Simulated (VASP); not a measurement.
# Cu (Copper): cell size and functional, part 2 of 2

Aim: relax Cu (Copper) at several levels of theory and compare the cells. The starting structure is a measured crystal structure from the Crystallography Open Database. The first relaxation on each setting starts from this cell expanded by 3 % in volume.

VASP 6.6.1.

Results so far: PBEsol 11.32 Å³ an atom; LDA 10.90 Å³ an atom; PBE 11.96 Å³ an atom.

## Step 5: Relaxation with PBEsol + D3(BJ)

Level of this step: PBEsol with D3(BJ); plane waves and PAW (Cu) (VASP).

D3 with Becke-Johnson damping keeps a finite attraction at short range. This run starts from the cell of an earlier relaxation, which isn't shown; the restart sets up the plane waves anew.

The input, INCAR:

```
SYSTEM = Cu
PREC = Accurate
ENCUT = 450
EDIFF = 1E-06
NELM = 100
ISMEAR = 1
SIGMA = 0.15
LREAL = .FALSE.
ALGO = Normal
GGA = PS
IVDW = 12
NBANDS = 11
LORBIT = 11
LWAVE = .FALSE.
LCHARG = .FALSE.
KPAR = 4
IBRION = 2
NSW = 50
ISIF = 3
EDIFFG = -0.006
```

The input, POSCAR:

```
Cu
1.0
    0.0000000000      1.7563514858      1.7563514858
    1.7563514858      0.0000000000      1.7563514858
    1.7563514858      1.7563514858      0.0000000000
Cu
1
Direct
    0.0000000000      0.0000000000      0.0000000000
```

The input, KPOINTS:

```
Automatic mesh
0
Gamma
22 22 22
0 0 0
```

The projector-augmented-wave data sets are Cu (PBE family, release 64).

Started as:

```console
$ mpirun -np 4 vasp_std
```

The program printed:

```text
[banner, memory and clock lines left out]
running    4 mpi-ranks, on    1 nodes
[...]
[... a notice as in an earlier step ...]

 LDA part: xc-table for (Slater+PW92), standard interpolation
 POSCAR, INCAR and KPOINTS ok, starting setup
[...]
entering main loop
       N       E                     dE             d eps       ncg     rms          rms(c)
DAV:   1     0.365840831767E+02    0.36584E+02   -0.50502E+03  7910   0.154E+03
DAV:   2    -0.446749774803E+01   -0.41052E+02   -0.38003E+02  7339   0.191E+02
DAV:   3    -0.539944975617E+01   -0.93195E+00   -0.92857E+00  8291   0.360E+01
DAV:   4    -0.540504314201E+01   -0.55934E-02   -0.55927E-02  8015   0.242E+00
[...]
DAV:   9    -0.429440797790E+01    0.15733E-02   -0.82392E-03  8539   0.166E+00    0.196E-02
DAV:  10    -0.429441772229E+01   -0.97444E-05   -0.26066E-05  8914   0.781E-02    0.676E-03
DAV:  11    -0.429441850117E+01   -0.77889E-06   -0.86221E-07  5244   0.195E-02
   1 F= -.48661122E+01 E0= -.48661979E+01  d E =-.486611E+01
[...]
DAV:   2    -0.429322657248E+01    0.21024E-02   -0.38121E-02  8302   0.387E+00    0.161E-01
DAV:   3    -0.429242883729E+01    0.79774E-03   -0.53426E-03  8298   0.150E+00    0.625E-02
DAV:   4    -0.429234840942E+01    0.80428E-04   -0.92280E-05  8640   0.999E-02    0.203E-03
DAV:   5    -0.429234826698E+01    0.14244E-06   -0.56938E-07  5505   0.855E-03
   2 F= -.48661263E+01 E0= -.48662112E+01  d E =-.141428E-04
 trial-energy change:   -0.000014  1 .order   -0.000011   -0.000090    0.000068
 step:   0.5701(harm=  0.5701)  dis= 0.00000  next Energy=    -4.866138 (dE=-0.256E-04)
[...]
N       E                     dE             d eps       ncg     rms          rms(c)
DAV:   1    -0.429380978978E+01   -0.14614E-02   -0.94090E-03  8491   0.220E+00    0.192E-01
DAV:   2    -0.429341905638E+01    0.39073E-03   -0.69246E-03  8296   0.165E+00    0.684E-02
DAV:   3    -0.429327530583E+01    0.14375E-03   -0.97118E-04  8278   0.639E-01    0.270E-02
DAV:   4    -0.429326029289E+01    0.15013E-04   -0.18273E-05  8645   0.455E-02    0.114E-03
DAV:   5    -0.429326039948E+01   -0.10658E-06   -0.10557E-07  4439   0.370E-03
   3 F= -.48661416E+01 E0= -.48662269E+01  d E =-.294191E-04
[...]
reached required accuracy - stopping structural energy minimisation
```

Wall time 23 s (4 MPI ranks of AMD EPYC 7R43, shared host); peak memory 0.53 GiB; 86 s of CPU time.

From OUTCAR (step 5):

```text
 Edisp (eV)   -0.57378

 Edisp (eV)   -0.57288

  Total       0.00320     0.00320     0.00320    -0.00000    -0.00000     0.00000
  in kB       0.47456     0.47456     0.47456    -0.00000    -0.00000     0.00000
  external pressure =        0.47 kB  Pullay stress =        0.00 kB

 POSITION                                       TOTAL-FORCE (eV/Angst)
 -----------------------------------------------------------------------------------
     -0.00000      0.00000      0.00000        -0.000000      0.000000     -0.000000
 -----------------------------------------------------------------------------------
    total drift:                                0.000000     -0.000000      0.000000

  FREE ENERGIE OF THE ION-ELECTRON SYSTEM (eV)
  ---------------------------------------------------
  free  energy   TOTEN  =        -4.8661415956 eV

  energy  without entropy=       -4.8663974054  energy(sigma->0) =       -4.86622687

[... 2 parts as in an earlier step ...]

[... 2 further parts left out ...]
[key lines of the parts left out:]
E-fermi :   8.5457
```

With PBEsol + D3(BJ) the relaxed cell holds 10.814 Å³ an atom, -8.44 % against the measured cell, with a = 3.510 Å. That is -4.44 % from PBEsol.

## Step 6: Relaxation with r2SCAN

r2SCAN adds the kinetic-energy density, costs more than a GGA and is run with LASPH. This run starts from the cell of an earlier relaxation, which isn't shown; the restart sets up the plane waves anew.

Edit INCAR of step 5 so:

```diff
@@ -9,4 +9,4 @@
 ALGO = Normal
-GGA = PS
-IVDW = 12
+METAGGA = R2SCAN
+LASPH = .TRUE.
 NBANDS = 11
```

The input, POSCAR:

```
Cu
1.0
    0.0000000000      1.7894123366      1.7894123366
    1.7894123366      0.0000000000      1.7894123366
    1.7894123366      1.7894123366      0.0000000000
Cu
1
Direct
    0.0000000000      0.0000000000      0.0000000000
```

KPOINTS is that of step 5.

Started as:

```console
$ mpirun -np 4 vasp_std
```

The program printed:

```text
[banner, memory and clock lines left out]
running    4 mpi-ranks, on    1 nodes
[...]
[... a notice as in an earlier step ...]

 LDA part: xc-table for (None), standard interpolation
 POSCAR, INCAR and KPOINTS ok, starting setup
[...]
entering main loop
       N       E                     dE             d eps       ncg     rms          rms(c)
DAV:   1     0.315379355401E+02    0.31538E+02   -0.51693E+03  7732   0.156E+03
DAV:   2    -0.122584784775E+02   -0.43796E+02   -0.40996E+02  7381   0.201E+02
DAV:   3    -0.133611783868E+02   -0.11027E+01   -0.10987E+01  8214   0.398E+01
DAV:   4    -0.133691816740E+02   -0.80033E-02   -0.80022E-02  7998   0.296E+00
[...]
DAV:  11    -0.108276012451E+02   -0.30947E-04   -0.61799E-05  8671   0.146E-01    0.335E-02
DAV:  12    -0.108275942083E+02    0.70368E-05   -0.13880E-04  8349   0.232E-01    0.417E-03
DAV:  13    -0.108275949194E+02   -0.71114E-06   -0.73451E-07  6871   0.986E-03
   1 F= -.10827595E+02 E0= -.10827653E+02  d E =-.108276E+02
[...]
DAV:   6    -0.108274212052E+02    0.13282E-05   -0.10293E-06  5912   0.198E-02    0.177E-03
DAV:   7    -0.108274207685E+02    0.43669E-06   -0.27848E-07  3809   0.935E-03
   2 F= -.10827421E+02 E0= -.10827479E+02  d E =0.174151E-03
 trial-energy change:    0.000174  1 .order    0.000051   -0.000310    0.000412
 step:   0.2416(harm=  0.4292)  dis= 0.00000  next Energy=   -10.827631 (dE=-0.357E-04)
[...]
N       E                     dE             d eps       ncg     rms          rms(c)
DAV:   1    -0.108336350783E+02   -0.62139E-02   -0.10604E-01  8572   0.740E+00    0.635E-01
DAV:   2    -0.108294329241E+02    0.42022E-02   -0.79680E-02  8368   0.549E+00    0.233E-01
DAV:   3    -0.108277327778E+02    0.17001E-02   -0.12751E-02  8494   0.221E+00    0.983E-02
DAV:   4    -0.108276120710E+02    0.12071E-03   -0.68290E-04  8496   0.327E-01    0.214E-02
DAV:   5    -0.108276005831E+02    0.11488E-04   -0.44210E-05  8109   0.131E-01    0.535E-03
DAV:   6    -0.108276017323E+02   -0.11492E-05   -0.62890E-07  4832   0.158E-02    0.163E-03
DAV:   7    -0.108276021063E+02   -0.37405E-06   -0.23572E-07  3728   0.831E-03
   3 F= -.10827602E+02 E0= -.10827660E+02  d E =-.718694E-05
[...]
reached required accuracy - stopping structural energy minimisation
```

Run time: 93 s. Hardware: 4 MPI ranks; peak memory 0.47 GiB.

Parts of OUTCAR (step 6):

```text
  Total        0.0017791      0.0017791      0.0017791     -0.0000000     -0.0000000      0.0000000
  in kB        0.2491420      0.2491420      0.2491420     -0.0000000     -0.0000000      0.0000000
  external PRESSURE =       0.2491420 kB  Pullay stress =       0.0000000 kB

 POSITION                                       TOTAL-FORCE (eV/Angst)
 -----------------------------------------------------------------------------------
      0.00000      0.00000      0.00000        -0.000000      0.000000      0.000000
 -----------------------------------------------------------------------------------
    total drift:                                0.000000     -0.000000      0.000000

  FREE ENERGIE OF THE ION-ELECTRON SYSTEM (eV)
  ---------------------------------------------------
  free  energy   TOTEN  =       -10.8276021063 eV

  energy  without entropy=      -10.8277764038  energy(sigma->0) =      -10.82766021

[... 2 parts as in an earlier step ...]

[... 2 further parts left out ...]
[key lines of the parts left out:]
E-fermi :   7.7892
```

With r2SCAN the relaxed cell holds 11.441 Å³ an atom, -3.13 % against the measured cell, with a = 3.577 Å. That is +1.10 % from PBEsol.

## Step 7: Relaxation with r2SCAN + rVV10

rVV10 adds a nonlocal correlation energy for dispersion. This run starts from the cell of an earlier relaxation, which isn't shown; the restart sets up the plane waves anew.

Edit INCAR of step 6 so:

```diff
@@ -10,2 +10,6 @@
 METAGGA = R2SCAN
+LUSE_VDW = .TRUE.
+IVDW_NL = 2
+BPARAM = 11.95
+CPARAM = 0.0093
 LASPH = .TRUE.
```

The input, POSCAR:

```
Cu
1.0
    0.0000000000      1.7832292259      1.7832292259
    1.7832292259      0.0000000000      1.7832292259
    1.7832292259      1.7832292259      0.0000000000
Cu
1
Direct
    0.0000000000      0.0000000000      0.0000000000
```

KPOINTS is that of step 6.

Started as:

```console
$ mpirun -np 4 vasp_std
```

The program printed:

```text
[banner, memory and clock lines left out]
running    4 mpi-ranks, on    1 nodes
[...]
|                                                                             |
|               ----> ADVICE to this user running VASP <----                  |
|                                                                             |
|     You have switched on vdW-DFT.                                           |
|     This routine was written and supplied by Jiri Klimes. We recommend      |
|     that you carefully read and cite the following publications:            |
|       J. Klimes, D.R. Bowler, A. Michelides                                 |
|          J. Phys.: Cond Matt. 22 022201 (2010)                              |
|       J. Klimes, D.R. Bowler, A. Michelides                                 |
|          Phys. Rev. B. 83, 195131 (2011)                                    |
|     and references therein.                                                 |
|                                                                             |

[...]
DAV:   5    -0.105379158488E+02    0.11412E-04   -0.44599E-05  8147   0.132E-01    0.537E-03
Total rVV10 correction in eV:      0.2882114    11.9254002
Total rVV10 correction in eV:      0.2882114    11.9254002
Total rVV10 correction in eV:      0.2882114    11.9254002
Total rVV10 correction in eV:      0.2882114    11.9254002
DAV:   6    -0.105379169988E+02   -0.11500E-05   -0.63833E-07  4881   0.160E-02    0.159E-03
Total rVV10 correction in eV:      0.2882041    11.9254002
Total rVV10 correction in eV:      0.2882041    11.9254002
Total rVV10 correction in eV:      0.2882041    11.9254002
Total rVV10 correction in eV:      0.2882041    11.9254002
DAV:   7    -0.105379173718E+02   -0.37301E-06   -0.22372E-07  3731   0.806E-03
Total rVV10 correction in eV:      0.2882055    11.9254002
Total rVV10 correction in eV:      0.2882055    11.9254002
Total rVV10 correction in eV:      0.2882055    11.9254002
Total rVV10 correction in eV:      0.2882055    11.9254002
Total rVV10 correction in eV:      0.2882052    11.9254002
Total rVV10 correction in eV:      0.2882052    11.9254002
Total rVV10 correction in eV:      0.2882052    11.9254002
Total rVV10 correction in eV:      0.2882052    11.9254002
   3 F= -.10537917E+02 E0= -.10537979E+02  d E =-.125159E-04
[...]
reached required accuracy - stopping structural energy minimisation
```

Elapsed: 1.8 min, on 4 MPI ranks; peak memory 0.64 GiB; 6.9 min of CPU time.

Parts of OUTCAR (step 7):

```text
  Total        0.0003858      0.0003858      0.0003858     -0.0000000      0.0000000     -0.0000000
  in kB        0.0545948      0.0545948      0.0545948     -0.0000000      0.0000000     -0.0000000
  external PRESSURE =       0.0545948 kB  Pullay stress =       0.0000000 kB

  FREE ENERGIE OF THE ION-ELECTRON SYSTEM (eV)
  ---------------------------------------------------
  free  energy   TOTEN  =       -10.5379173718 eV

  energy  without entropy=      -10.5381010456  energy(sigma->0) =      -10.53797860

[... 3 parts as in an earlier step ...]

[... 2 further parts left out ...]
[key lines of the parts left out:]
E-fermi :   7.9049
```

With r2SCAN + rVV10 the relaxed cell holds 11.321 Å³ an atom, -4.14 % against the measured cell, with a = 3.564 Å. That is +0.05 % from PBEsol.

## Step 8: Relaxation with rev-vdW-DF2

rev-vdW-DF2 revises the exchange of vdW-DF2 for solids. This run starts from the cell of an earlier relaxation, which isn't shown; the restart sets up the plane waves anew.

Edit INCAR of step 7 so:

```diff
@@ -9,7 +9,8 @@
 ALGO = Normal
-METAGGA = R2SCAN
+GGA = MK
+AGGAC = 0
 LUSE_VDW = .TRUE.
-IVDW_NL = 2
-BPARAM = 11.95
-CPARAM = 0.0093
+PARAM1 = 0.1234
+PARAM2 = 0.711357
+ZAB_VDW = -1.8867
 LASPH = .TRUE.
```

The input, POSCAR:

```
Cu
1.0
    0.0000000000      1.8007713187      1.8007713187
    1.8007713187      0.0000000000      1.8007713187
    1.8007713187      1.8007713187      0.0000000000
Cu
1
Direct
    0.0000000000      0.0000000000      0.0000000000
```

KPOINTS is that of step 7.

Started as:

```console
$ mpirun -np 4 vasp_std
```

The program printed:

```text
[banner, memory and clock lines left out]
running    4 mpi-ranks, on    1 nodes
[...]
[... a notice as in an earlier step ...]

 [... a notice as in an earlier step ...]

 LDA part: xc-table for (Slater+PW92), standard interpolation
 POSCAR, INCAR and KPOINTS ok, starting setup
[...]
entering main loop
       N       E                     dE             d eps       ncg     rms          rms(c)
DAV:   1     0.407171510403E+02    0.40717E+02   -0.50462E+03  7847   0.151E+03
DAV:   2    -0.113556737911E+01   -0.41853E+02   -0.38898E+02  7342   0.192E+02
DAV:   3    -0.210612650152E+01   -0.97056E+00   -0.96477E+00  8328   0.363E+01
DAV:   4    -0.211224982706E+01   -0.61233E-02   -0.61226E-02  8016   0.252E+00
[...]
DAV:   9    -0.121439077806E+01    0.16039E-02   -0.94517E-03  8489   0.178E+00    0.261E-02
DAV:  10    -0.121439708502E+01   -0.63070E-05   -0.41391E-05 10709   0.108E-01    0.686E-03
DAV:  11    -0.121439745025E+01   -0.36523E-06   -0.69799E-07  6449   0.141E-02
   1 F= -.12143975E+01 E0= -.12144514E+01  d E =-.121440E+01
[...]
reached required accuracy - stopping structural energy minimisation
```

Wall time 16 s (4 MPI ranks); peak memory 0.78 GiB; 59 s of CPU time.

From OUTCAR (step 8):

```text
  Total       -0.0019414     -0.0019414     -0.0019414      0.0000000      0.0000000      0.0000000
  in kB       -0.2663269     -0.2663269     -0.2663269      0.0000000      0.0000000      0.0000000
  external PRESSURE =      -0.2663269 kB  Pullay stress =       0.0000000 kB

 POSITION                                       TOTAL-FORCE (eV/Angst)
 -----------------------------------------------------------------------------------
      0.00000      0.00000      0.00000         0.000000      0.000000      0.000000
 -----------------------------------------------------------------------------------
    total drift:                               -0.000000     -0.000000      0.000000

  FREE ENERGIE OF THE ION-ELECTRON SYSTEM (eV)
  ---------------------------------------------------
  free  energy   TOTEN  =        -1.2143974502 eV

  energy  without entropy=       -1.2145593431  energy(sigma->0) =       -1.21445141

[... 2 parts as in an earlier step ...]

[... 2 further parts left out ...]
[key lines of the parts left out:]
E-fermi :   7.5686
```

With rev-vdW-DF2 the relaxed cell holds 11.679 Å³ an atom, -1.11 % against the measured cell, with a = 3.602 Å. That is +3.21 % from PBEsol.

## Step 9: Relaxation with BLYP

BLYP comes from molecular chemistry and underbinds dense solids. This run starts from the cell of an earlier relaxation, which isn't shown; the restart sets up the plane waves anew.

Edit INCAR of step 8 so:

```diff
@@ -9,9 +9,7 @@
 ALGO = Normal
-GGA = MK
-AGGAC = 0
-LUSE_VDW = .TRUE.
-PARAM1 = 0.1234
-PARAM2 = 0.711357
-ZAB_VDW = -1.8867
-LASPH = .TRUE.
+GGA = B5
+ALDAX = 1
+AGGAX = 1
+AGGAC = 1
+ALDAC = 0
 NBANDS = 11
```

The input, POSCAR:

```
Cu
1.0
    0.0000000000      1.8508482203      1.8508482203
    1.8508482203      0.0000000000      1.8508482203
    1.8508482203      1.8508482203      0.0000000000
Cu
1
Direct
    0.0000000000      0.0000000000      0.0000000000
```

KPOINTS is that of step 8.

Started as:

```console
$ mpirun -np 4 vasp_std
```

The program printed:

```text
[banner, memory and clock lines left out]
running    4 mpi-ranks, on    1 nodes
[...]
[... a notice as in an earlier step ...]

 LDA part: xc-table for (Slater(with rela. corr.)+VWN5), standard interpolation
 POSCAR, INCAR and KPOINTS ok, starting setup
[...]
entering main loop
       N       E                     dE             d eps       ncg     rms          rms(c)
DAV:   1     0.397029776998E+02    0.39703E+02   -0.50382E+03  7831   0.146E+03
DAV:   2    -0.276607939000E+01   -0.42469E+02   -0.39432E+02  7347   0.189E+02
DAV:   3    -0.376809898557E+01   -0.10020E+01   -0.99302E+00  8226   0.369E+01
DAV:   4    -0.377481337236E+01   -0.67144E-02   -0.67136E-02  8066   0.266E+00
[...]
DAV:  10    -0.298284351030E+01    0.19728E-05   -0.11291E-04 10614   0.189E-01    0.487E-03
DAV:  11    -0.298284452657E+01   -0.10163E-05   -0.33932E-06  7875   0.257E-02    0.102E-03
DAV:  12    -0.298284456945E+01   -0.42875E-07   -0.10007E-07  4169   0.481E-03
   1 F= -.29828446E+01 E0= -.29828310E+01  d E =-.298284E+01
[...]
N       E                     dE             d eps       ncg     rms          rms(c)
DAV:   1    -0.298338080496E+01   -0.53628E-03   -0.88262E-03  8404   0.210E+00    0.190E-01
DAV:   2    -0.298305881182E+01    0.32199E-03   -0.77052E-03  8290   0.170E+00    0.844E-02
DAV:   3    -0.298286501591E+01    0.19380E-03   -0.13523E-03  8290   0.734E-01    0.273E-02
DAV:   4    -0.298285014806E+01    0.14868E-04   -0.19699E-05  9164   0.491E-02    0.113E-03
DAV:   5    -0.298285026393E+01   -0.11587E-06   -0.98875E-08  4175   0.410E-03
   2 F= -.29828503E+01 E0= -.29828368E+01  d E =-.569448E-05
 trial-energy change:   -0.000006  1 .order   -0.000006   -0.000015    0.000003
 step:   0.8282(harm=  0.8282)  dis= 0.00000  next Energy=    -2.982851 (dE=-0.610E-05)
 reached required accuracy - stopping structural energy minimisation
```

The job ended after 17 s (4 MPI ranks; peak memory 0.45 GiB; 63 s of CPU time).

OUTCAR, selected parts (step 9):

```text
  Total       -0.0020932     -0.0020932     -0.0020932      0.0000000      0.0000000      0.0000000
  in kB       -0.2640901     -0.2640901     -0.2640901      0.0000000      0.0000000      0.0000000
  external PRESSURE =      -0.2640901 kB  Pullay stress =       0.0000000 kB

 POSITION                                       TOTAL-FORCE (eV/Angst)
 -----------------------------------------------------------------------------------
      3.70350      1.85175      1.85175        -0.000000      0.000000     -0.000000
 -----------------------------------------------------------------------------------
    total drift:                                0.000000      0.000000      0.000000

  FREE ENERGIE OF THE ION-ELECTRON SYSTEM (eV)
  ---------------------------------------------------
  free  energy   TOTEN  =        -2.9828502639 eV

  energy  without entropy=       -2.9828099178  energy(sigma->0) =       -2.98283682

[... 2 parts as in an earlier step ...]

[... 2 further parts left out ...]
[key lines of the parts left out:]
E-fermi :   7.2061
```

With BLYP the relaxed cell holds 12.699 Å³ an atom, +7.53 % against the measured cell, with a = 3.703 Å. That is +12.22 % from PBEsol.

## Step 10: The runs compared

```csv
level,volume (Å³/atom),against the measured cell (%),a (Å),pressure left (GPa),core minutes
PBEsol,11.316,-4.19,3.5638,0.03,3.6
LDA,10.901,-7.7,3.5197,0.05,4.2
PBE,11.955,1.23,3.6297,-0.07,3.0
PBEsol + D3(BJ),10.814,-8.44,3.5103,0.05,4.53
r2SCAN,11.441,-3.13,3.5769,0.02,25.9
r2SCAN + rVV10,11.321,-4.14,3.5644,0.01,23.5
rev-vdW-DF2,11.679,-1.11,3.6015,-0.03,3.72
BLYP,12.699,7.53,3.7035,-0.03,2.79
```

Core minutes are wall time times ranks, summed over the relaxations behind a row (those for a bulk modulus apart), on shared hosts.

## Step 11: What came out

| Quantity | Value |
| --- | --- |
| volume, PBEsol | 11.32 Å³/atom |
| volume, LDA | 10.90 Å³/atom |
| volume, PBE | 11.96 Å³/atom |
| volume, PBEsol + D3(BJ) | 10.81 Å³/atom |
| volume, r2SCAN | 11.44 Å³/atom |
| volume, r2SCAN + rVV10 | 11.32 Å³/atom |
| volume, rev-vdW-DF2 | 11.68 Å³/atom |
| volume, BLYP | 12.70 Å³/atom |

**Reading.** Across 8 levels the volume of Cu (Copper) spans 17.4 %, from 10.81 Å³ an atom (PBEsol + D3(BJ)) to 12.70 Å³ (BLYP). Against the measured volume of the starting structure, rev-vdW-DF2 comes nearest (-1.1 %) and PBEsol + D3(BJ) lies farthest (-8.4 %). The measured cell holds zero-point expansion and, unless it was taken cold, thermal expansion, which the runs lack, so small differences decide nothing. Adding D3(BJ) to PBEsol changes the volume by -4.4 %. Adding rVV10 to r2SCAN changes the volume by -1.0 %. LASPH is on in some of these runs and off in others, which adds a little to the differences. All runs keep the symmetry of the start, so they can't find a distortion of lower symmetry. Further runs on this material are not shown.

[Lines on the potential files, build, host, timing and source positions are cut from VASP's logs without a mark.]

[Logs are printed without paths, hosts, clocks, repeated set-up lines and the standing remarks that a program may print on its own settings, such as how far it seeks lower states.]

[Hosts, paths, dates, database ids (printed as entryN), source tags and the programs' standing remarks are cut or masked in the printed files.]
